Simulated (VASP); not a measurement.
A cell of La (dhcp) near equilibrium:

```
CELL_PARAMETERS angstrom
      1.88721    -3.26874     0.00000
      1.88721     3.26874     0.00000
      0.00000     0.00000    12.06427
ATOMIC_POSITIONS crystal
  La 0.00000 0.00000 0.50000
  La 0.00000 0.00000 0.00000
  La 0.33333 0.66667 0.25000
  La 0.66667 0.33333 0.75000
```

These are PBE GGA, VASP's PBE PAW potentials (set 64) (plane waves; VASP 6.6.1) values and carry that method's errors.

| run | ΔE (meV/atom) | σxx | σyy | σzz | largest shear component, with its sign (GPa) | largest force (eV/Å) |
|---|---|---|---|---|---|---|
| as it is | 0.0 | 0.11 | 0.11 | 0.04 | 0.00 | 0.000 |
| after one change | 37.5 | -2.57 | -2.57 | -2.56 | 0.00 | 0.000 |
Stress is in GPa, positive when the cell is compressed.

Q: Which change was made?
A) isotropic strain of +4.0 %
B) uniaxial strain of +1.0 % along y
C) isotropic strain of -2.0 %
D) atom 1 (La) moved by -0.200 Å along z

A: A, isotropic strain of +4.0 %

The compound is La in the dhcp structure.
